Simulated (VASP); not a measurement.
Input:

```xyz
3
Lattice="1.8058 -3.1277 0.0000 1.8058 3.1277 0.0000 0.0000 0.0000 5.7965" Properties=species:S:1:pos:R:3 pbc="T T T"
Zr     0.0000     0.0000     0.0000
S      1.8058     1.0426     1.4462
S      1.8058    -1.0426     4.3503
```

Method: PBEsol GGA, VASP's PBE PAW potentials (set 64) (plane waves; VASP). Run with 480 eV cut-off, 6×6×4 Γ-centred mesh, Gaussian smearing of 0.050 eV, potentials Zr_sv S.

Without a dispersion term in the relaxation, distances and binding between the weakly bound layers, chains or molecules are unreliable, and so is what depends on them.

**Question.** What does the run give for the energy per atom (σ→0), pressure, largest force?

**Answer.** 
```yaml
energy per atom (σ→0): -7.514 eV/atom
pressure: 1.58 GPa
largest_force: 0.161 eV/Å
```

Total energies compare only between runs with the same potentials, cut-off and functional.

The compound is ZrS2 in the 1T layered structure. This cell was strained or had an atom moved on purpose.
